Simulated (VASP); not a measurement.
Data:

```
CELL_PARAMETERS angstrom
      0.00000     2.84086     2.84086
      2.84086     0.00000     2.84086
      2.84086     2.84086     0.00000
ATOMIC_POSITIONS crystal
  Zn 0.00000 0.00000 0.00000
  Se 0.25000 0.25000 0.25000
```

These are PBE GGA, VASP's PBE PAW potentials (set 64) (plane waves; VASP) values and carry that method's errors. Numerical set-up: 520 eV cut-off, 8×8×8 Γ-centred mesh, Gaussian smearing of 0.050 eV, potentials Zn Se.

**Question.** Give the stress tensor in GPa (positive for a compressed cell).

**Answer.** 
```
1.86  0.00  0.00
0.00  1.86  0.00
0.00  0.00  1.86
```
The pressure is its mean diagonal, 1.86 GPa.

The compound is ZnSe in the zinc blende structure. This cell is one point of a volume scan, at 0.97 of the reference volume.
